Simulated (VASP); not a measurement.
Input:

```
PbTe
1.0
    0.00000     3.16766     3.16766
    3.16766     0.00000     3.16766
    3.16766     3.16766     0.00000
Te Pb
1 1
Direct
  0.50000   0.50000   0.50000
  0.00000   0.00000   0.00000
```

Calculation: PBE GGA with D3 dispersion (Becke-Johnson damping), VASP's PBE PAW potentials (set 64) (plane waves; VASP). Numerical set-up: 520 eV cut-off, 7×7×7 Γ-centred mesh, Gaussian smearing of 0.050 eV, potentials Te Pb_d.

Q: Give the stress tensor in GPa (positive for a compressed cell).

A: 
```
3.07  0.00  0.00
0.00  3.07  0.00
0.00  0.00  3.07
```
The pressure is its mean diagonal, 3.07 GPa.

The compound is PbTe in the rock salt structure. This cell is one point of a volume scan, at 0.94 of the reference volume.
